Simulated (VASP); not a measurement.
Consider the following.

```yaml
crystal:
  lattice:
    - [1.94059, -3.24030, 0.00000]
    - [1.94059, 3.24030, 0.00000]
    - [0.00000, 0.00000, 12.05538]
  atoms:
    - { symbol: La, position: [0.00000, 0.00000, 0.50000] }
    - { symbol: La, position: [0.00000, 0.00000, 0.00000] }
    - { symbol: La, position: [0.33333, 0.66667, 0.25000] }
    - { symbol: La, position: [0.68979, 0.35646, 0.75000] }
```

These are PBE GGA, VASP's PBE PAW potentials (set 64) (plane waves; VASP) values and carry that method's errors. Settings: 400 eV cut-off, KSPACING 0.3 per Å, first-order Methfessel-Paxton smearing of 0.10 eV, potentials La.

### Question
Which forces act on the atoms, in eV/Å?

### Answer

```
atom      Fx      Fy      Fz
----  ------  ------  ------
La1    0.023   0.000   0.002
La2    0.023   0.000  -0.002
La3    0.003  -0.032   0.000
La4   -0.049   0.032   0.000
```

### Question
Give the stress tensor in GPa (positive for a compressed cell).

### Answer

```
-1.33   0.11   0.00
 0.11  -0.16   0.00
 0.00   0.00   0.01
```
The pressure is its mean diagonal, -0.49 GPa.

The compound is La in the dhcp structure. The cell was not relaxed at this level. The run is one of a series of settings (KGAMMA = .FALSE., KSPACING = 0.3, KPOINTS file removed against the base run), some of them coarse on purpose.
